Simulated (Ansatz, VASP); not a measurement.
# Cross-check of CdSe (Cadmoselite) between VASP and Ansatz

Aim: how closely do two programs agree when they are given the same cell, functional and k mesh? The cell is taken from a series of runs on this material, whose earlier steps may have relaxed, scaled, displaced or heated it; both programs get it as it stands.

Method: plane waves, with VASP 6.6.1 beside it; zone-centre phonons at PBE, in Ansatz 0.2.0.

## Step 1: The structure

The structure is hexagonal, space group P6_3mc (No. 186). Conventional cell: a = 4.383 Å, b = 4.383 Å, c = 7.155 Å, α = 90.00°, β = 90.00°, γ = 120.00°. Nearest to Cd lie 4 Se at 2.68 to 2.69 Å. Nearest to Se lie 4 Cd at 2.68 to 2.69 Å. Farther neighbours and most contacts between anions are not listed.

Coordinates:

```
Cd Se
1.0
     4.38304    0.00000    0.00000
    -2.19152    3.79582    0.00000
     0.00000    0.00000    7.15501
Cd Se
2 2
Direct
  0.33333 0.66667 0.00464
  0.66667 0.33333 0.50464
  0.33333 0.66667 0.38036
  0.66667 0.33333 0.88036
```

## Step 2: VASP: zone-centre phonons, PBE

Second derivatives magnify differences that forces hide, and they need a tight electronic threshold.

Lines of VASP's logs that name or quote its potential files are left out, and so is its time.

INCAR reads:

```
SYSTEM = CdSe
PREC = Accurate
ENCUT = 500
EDIFF = 1E-08
NELM = 120
ISMEAR = 0
SIGMA = 0.01
LREAL = .FALSE.
ALGO = Normal
GGA = PE
NBANDS = 24
LORBIT = 11
LWAVE = .FALSE.
LCHARG = .FALSE.
ISIF = 2
IBRION = 8
LEPSILON = .TRUE.
LASPH = .TRUE.
GGA_COMPAT = .FALSE.
EFERMI = MIDGAP
KPAR = 2
```

POSCAR reads:

```
CdSe
1.0
    4.3830380530      0.0000000000      0.0000000000
   -2.1915190265      3.7958222997      0.0000000000
    0.0000000000      0.0000000000      7.1550110671
Cd Se
2 2
Direct
    0.3333333333      0.6666666667      0.0046351237
    0.6666666667      0.3333333333      0.5046351237
    0.3333333333      0.6666666667      0.3803648763
    0.6666666667      0.3333333333      0.8803648763
```

KPOINTS reads:

```
Automatic mesh
0
Gamma
9 9 6
0 0 0
```

Potentials, in the order of the species: Cd and Se (PBE family, release 64).

Run with:

```bash
mpirun -np 2 vasp_std
```

Numbers of over 12 decimals in the logs are rounded to 6 here.

What it wrote:

```text
[banner, memory and clock lines left out]
running    2 mpi-ranks, on    1 nodes
 distrk:  each k-point on    1 cores,    2 groups
 distr:  one band on    1 cores,    1 groups

 POSCAR found type information on POSCAR CdSe
 POSCAR found :  2 types and       4 ions
 LDA part: xc-table for (Slater+PW92), standard interpolation
 POSCAR, INCAR and KPOINTS ok, starting setup
 FFT: planning ... GRIDC
 FFT: planning ... GRID_SOFT
 FFT: planning ... GRID
 WAVECAR not read
 entering main loop
       N       E                     dE             d eps       ncg     rms          rms(c)
DAV:   1     0.234301258867E+03    0.23430E+03   -0.16702E+04  2304   0.130E+03
DAV:   2     0.271278495022E+00   -0.23403E+03   -0.22810E+03  2632   0.321E+02
DAV:   3    -0.116758530815E+02   -0.11947E+02   -0.11905E+02  2824   0.731E+01
DAV:   4    -0.117633464688E+02   -0.87493E-01   -0.87475E-01  2576   0.619E+00
DAV:   5    -0.117640330652E+02   -0.68660E-03   -0.68656E-03  2896   0.499E-01    0.781E+00
DAV:   6    -0.110266704838E+02    0.73736E+00   -0.15018E+00  2776   0.114E+01    0.627E+00
DAV:   7    -0.109952482318E+02    0.31422E-01   -0.51395E-01  2672   0.373E+00    0.260E+00
DAV:   8    -0.109950162330E+02    0.23200E-03   -0.47902E-02  2544   0.226E+00    0.345E-01
DAV:   9    -0.109949747374E+02    0.41496E-04   -0.71935E-03  2800   0.983E-01    0.929E-02
DAV:  10    -0.109951715856E+02   -0.19685E-03   -0.85853E-04  2528   0.310E-01    0.728E-02
DAV:  11    -0.109952688618E+02   -0.97276E-04   -0.23501E-04  2568   0.941E-02    0.217E-02
DAV:  12    -0.109952497173E+02    0.19145E-04   -0.71923E-05  2848   0.828E-02    0.698E-03
DAV:  13    -0.109952526346E+02   -0.29173E-05   -0.14842E-05  2536   0.196E-02    0.855E-03
DAV:  14    -0.109952523670E+02    0.26759E-06   -0.85940E-07  2808   0.507E-03    0.439E-03
DAV:  15    -0.109952526513E+02   -0.28431E-06   -0.15010E-07  2528   0.197E-03    0.737E-04
DAV:  16    -0.109952526707E+02   -0.19378E-07   -0.70180E-08  2200   0.161E-03    0.301E-04
DAV:  17    -0.109952526510E+02    0.19645E-07   -0.89484E-09  1944   0.942E-04    0.119E-04
DAV:  18    -0.109952526544E+02   -0.33197E-08   -0.10103E-09  1392   0.164E-04
   1 F= -.10995253E+02 E0= -.10995253E+02  d E =0.000000E+00
 Linear response reoptimize wavefunctions to high precision
DAV:   1    -0.109952526520E+02    0.23342E-08   -0.87418E-11  1368   0.656E-05
DAV:   2    -0.109952526520E+02   -0.27285E-11   -0.39528E-12  1320   0.150E-05
 Linear response G [H, r] |phi>, progress :
  Direction:   1
       N       E                     dE             d eps       ncg     rms
RMM:   1    -0.151695449512E+03   -0.15170E+03    0.27886E+02  4273   0.876E+01
RMM:   2    -0.155154896160E+03   -0.34594E+01   -0.13211E+01  3714   0.192E+01
RMM:   3    -0.155243914633E+03   -0.89018E-01   -0.25382E-01  3937   0.206E+00
RMM:   4    -0.155245956039E+03   -0.20414E-02   -0.63923E-03  4125   0.267E-01
RMM:   5    -0.155245980756E+03   -0.24716E-04   -0.49686E-04  4300   0.461E-02
RMM:   6    -0.155245971897E+03    0.88591E-05   -0.17265E-04  4416   0.102E-02
RMM:   7    -0.155245962546E+03    0.93508E-05   -0.80560E-06  4054   0.377E-03
RMM:   8    -0.155245963642E+03   -0.10959E-05    0.10128E-04  3381   0.262E-03
RMM:   9    -0.155245962016E+03    0.16256E-05   -0.65421E-05  2984   0.242E-03
RMM:  10    -0.155245963871E+03   -0.18547E-05   -0.12118E-04  2678   0.239E-03
RMM:  11    -0.155245962343E+03    0.15274E-05   -0.32073E-05  2510   0.239E-03
 Linear response G [H, r] |phi>, progress :
  Direction:   2
       N       E                     dE             d eps       ncg     rms
RMM:   1    -0.164377762723E+03   -0.16438E+03    0.13839E+02  4277   0.864E+01
RMM:   2    -0.166334336361E+03   -0.19566E+01   -0.13537E+01  3708   0.191E+01
RMM:   3    -0.166442645696E+03   -0.10831E+00   -0.26028E-01  3904   0.204E+00
RMM:   4    -0.166445377508E+03   -0.27318E-02   -0.65281E-03  4096   0.266E-01
RMM:   5    -0.166445449261E+03   -0.71754E-04   -0.34544E-04  4262   0.473E-02
RMM:   6    -0.166445449130E+03    0.13100E-06   -0.84891E-05  4395   0.108E-02
RMM:   7    -0.166445444346E+03    0.47838E-05    0.42796E-05  4030   0.425E-03
RMM:   8    -0.166445444435E+03   -0.89038E-07   -0.39181E-04  3343   0.310E-03
RMM:   9    -0.166445444018E+03    0.41709E-06   -0.22892E-04  2983   0.288E-03
RMM:  10    -0.166445445579E+03   -0.15610E-05   -0.29068E-04  2651   0.282E-03
RMM:  11    -0.166445444333E+03    0.12461E-05   -0.21642E-04  2507   0.288E-03
 Linear response G [H, r] |phi>, progress :
  Direction:   3
       N       E                     dE             d eps       ncg     rms
RMM:   1    -0.159642915820E+03   -0.15964E+03    0.19193E+02  4209   0.863E+01
RMM:   2    -0.160691939525E+03   -0.10490E+01   -0.12895E+01  3654   0.184E+01
RMM:   3    -0.160802204479E+03   -0.11026E+00   -0.23638E-01  3878   0.195E+00
RMM:   4    -0.160805030946E+03   -0.28265E-02   -0.99763E-03  4075   0.245E-01
[...]
RMM:   7    -0.313325942551E+01   -0.29284E-02   -0.48947E-05 11217   0.341E-02    0.437E-03
RMM:   8    -0.313380502503E+01   -0.54560E-03   -0.16264E-05 10303   0.961E-03    0.934E-04
RMM:   9    -0.313379961215E+01    0.54129E-05   -0.11418E-05 11836   0.177E-03    0.528E-04
RMM:  10    -0.313378774433E+01    0.11868E-04    0.26476E-06 11301   0.136E-03    0.222E-04
[...]
RMM:  10    -0.301294822869E+01   -0.15512E-04   -0.72484E-06  3626   0.956E-04    0.191E-04
RMM:  11    -0.301294692649E+01    0.13022E-05   -0.78238E-07  3770   0.541E-04    0.654E-05
RMM:  12    -0.301294395554E+01    0.29710E-05   -0.14074E-07  2776   0.143E-04    0.224E-05
RMM:  13    -0.301294242575E+01    0.15298E-05    0.89441E-09  2370   0.855E-05    0.554E-06
 change of polarisation eV/A/(eV/A) component  3 :    -0.443    -0.428     5.628
 dielectric tensor                  component  3 :    -0.674    -0.650     9.555
 Linear response DOF=           4
 Linear response progress:
  Degree of freedom:   1/  4
       N       E                     dE             d eps       ncg     rms          rms(c)
RMM:   1    -0.433937860724E+00   -0.43394E+00   -0.23461E-01 20288   0.291E+00
RMM:   2    -0.433853701508E+00    0.84159E-04   -0.20936E-03 17734   0.300E-01    0.107E-01
RMM:   3    -0.433416911310E+00    0.43679E-03   -0.42894E-05 19731   0.451E-02    0.617E-02
RMM:   4    -0.432898373206E+00    0.51854E-03   -0.22706E-05 19555   0.354E-02    0.754E-03
RMM:   5    -0.432865622250E+00    0.32751E-04    0.14102E-07 17687   0.488E-03    0.266E-03
RMM:   6    -0.432883397107E+00   -0.17775E-04   -0.88051E-07 19492   0.321E-03    0.496E-04
RMM:   7    -0.432885290373E+00   -0.18933E-05   -0.56800E-08 19868   0.917E-04    0.712E-05
RMM:   8    -0.432884852725E+00    0.43765E-06   -0.15419E-08 18303   0.127E-04    0.453E-05
RMM:   9    -0.432884413840E+00    0.43889E-06   -0.43870E-08 19505   0.116E-04    0.760E-06
RMM:  10    -0.432884448267E+00   -0.34427E-07   -0.92138E-09 20055   0.204E-05    0.429E-06
RMM:  11    -0.432884432446E+00    0.15821E-07   -0.24394E-10 18865   0.136E-05    0.641E-07
RMM:  12    -0.432884436500E+00   -0.40544E-08   -0.11891E-09 14881   0.564E-06    0.382E-07
 first order change of Fermi-energy  -0.10511E+00
 force on displaced ion       1 direction 1 :  -4.140   0.000  -0.000
 Born effective charge ion    1 direction 1 :   2.265  -0.000   0.000
 Linear response progress:
  Degree of freedom:   2/  4
       N       E                     dE             d eps       ncg     rms          rms(c)
RMM:   1    -0.442941773658E+00   -0.44294E+00   -0.23454E-01  5179   0.292E+00
RMM:   2    -0.442561948916E+00    0.37982E-03   -0.22060E-03  4547   0.305E-01    0.109E-01
RMM:   3    -0.442007249285E+00    0.55470E-03   -0.12622E-04  5000   0.518E-02    0.627E-02
RMM:   4    -0.441439493177E+00    0.56776E-03   -0.11071E-04  5105   0.407E-02    0.159E-02
RMM:   5    -0.441297922833E+00    0.14157E-03   -0.24619E-05  4657   0.173E-02    0.514E-03
RMM:   6    -0.441320767876E+00   -0.22845E-04   -0.23339E-06  5012   0.498E-03    0.223E-03
RMM:   7    -0.441337585579E+00   -0.16818E-04   -0.28592E-07  4915   0.278E-03    0.494E-04
RMM:   8    -0.441337551279E+00    0.34300E-07   -0.13979E-07  4907   0.724E-04    0.221E-04
RMM:   9    -0.441338328400E+00   -0.77712E-06   -0.42025E-10  4905   0.457E-04    0.728E-05
RMM:  10    -0.441338131359E+00    0.19704E-06   -0.37106E-09  5191   0.129E-04    0.312E-05
RMM:  11    -0.441338305385E+00   -0.17403E-06    0.76515E-09  4952   0.680E-05    0.611E-06
RMM:  12    -0.441338321022E+00   -0.15637E-07   -0.16346E-09  5116   0.173E-05    0.202E-06
RMM:  13    -0.441338337509E+00   -0.16487E-07   -0.82092E-10  4557   0.853E-06    0.903E-07
RMM:  14    -0.441338336456E+00    0.10538E-08    0.27544E-10  3632   0.537E-06    0.332E-07
 first order change of Fermi-energy   0.34358E-01
 force on displaced ion       1 direction 3 :   0.000   0.000  -5.323
 Born effective charge ion    1 direction 3 :   0.000   0.000   2.379
 Linear response progress:
  Degree of freedom:   3/  4
       N       E                     dE             d eps       ncg     rms          rms(c)
RMM:   1    -0.841810759195E-01   -0.84181E-01    0.10396E-01 28618   0.116E+00
RMM:   2    -0.844863502883E-01   -0.30527E-03   -0.17408E-03 18028   0.229E-01    0.113E-01
RMM:   3    -0.846811845503E-01   -0.19483E-03   -0.81289E-05 19664   0.461E-02    0.631E-02
RMM:   4    -0.850158709246E-01   -0.33469E-03   -0.60988E-05 19732   0.397E-02    0.867E-03
RMM:   5    -0.850356590963E-01   -0.19788E-04   -0.32720E-06 20176   0.839E-03    0.317E-03
RMM:   6    -0.850324328848E-01    0.32262E-05   -0.96825E-08 20512   0.113E-03    0.180E-03
RMM:   7    -0.850356911983E-01   -0.32583E-05    0.75862E-08 19348   0.128E-03    0.173E-04
RMM:   8    -0.850355851862E-01    0.10601E-06    0.35893E-08 20504   0.253E-04    0.698E-05
RMM:   9    -0.850353789134E-01    0.20627E-06   -0.52091E-08 19081   0.140E-04    0.157E-05
RMM:  10    -0.850355287442E-01   -0.14983E-06   -0.43673E-08 20449   0.309E-05    0.137E-05
RMM:  11    -0.850355697082E-01   -0.40964E-07    0.29140E-08 19400   0.234E-05    0.260E-06
RMM:  12    -0.850355612255E-01    0.84827E-08    0.15627E-08 18375   0.866E-06    0.135E-06
 first order change of Fermi-energy  -0.67243E-01
 force on displaced ion       3 direction 1 :  -4.685   0.000   0.000
 Born effective charge ion    3 direction 1 :  -2.295  -0.000  -0.000
 Linear response progress:
  Degree of freedom:   4/  4
       N       E                     dE             d eps       ncg     rms          rms(c)
RMM:   1    -0.970735005697E-01   -0.97074E-01    0.10431E-01  7491   0.117E+00
RMM:   2    -0.966381970307E-01    0.43530E-03   -0.15800E-03  4622   0.252E-01    0.137E-01
RMM:   3    -0.967780250734E-01   -0.13983E-03   -0.12136E-04  4979   0.494E-02    0.766E-02
RMM:   4    -0.969942851964E-01   -0.21626E-03   -0.68117E-05  4977   0.388E-02    0.144E-02
RMM:   5    -0.970063931632E-01   -0.12108E-04   -0.15862E-06  5022   0.963E-03    0.374E-03
RMM:   6    -0.969999131909E-01    0.64800E-05    0.15139E-07  4984   0.228E-03    0.134E-03
RMM:   7    -0.970021384504E-01   -0.22253E-05   -0.21505E-07  5072   0.934E-04    0.345E-04
RMM:   8    -0.970023811321E-01   -0.24268E-06   -0.14665E-07  5107   0.381E-04    0.931E-05
RMM:   9    -0.970023039307E-01    0.77201E-07   -0.74964E-08  4967   0.151E-04    0.255E-05
RMM:  10    -0.970023433844E-01   -0.39454E-07   -0.36075E-09  5022   0.481E-05    0.801E-06
RMM:  11    -0.970023293964E-01    0.13988E-07    0.11644E-08  5132   0.175E-05    0.317E-06
RMM:  12    -0.970023348781E-01   -0.54817E-08    0.25080E-08  4533   0.101E-05    0.878E-07
 first order change of Fermi-energy  -0.34497E-01
 force on displaced ion       3 direction 3 :  -0.000   0.000  -6.135
 Born effective charge ion    3 direction 3 :   0.000   0.000  -2.401
 Born effective charges drift removed
 Linear response finished
```

(Continued in part 2 of 3.)

[Lines on the potential files, build, host, timing and source positions are cut from VASP's logs without a mark.]

[Logs are printed without paths, hosts, clocks, repeated set-up lines and the standing remarks that a program may print on its own settings, such as how far it seeks lower states.]

[Hosts, paths, dates, database ids (printed as entryN), source tags and the programs' standing remarks are cut or masked in the printed files.]
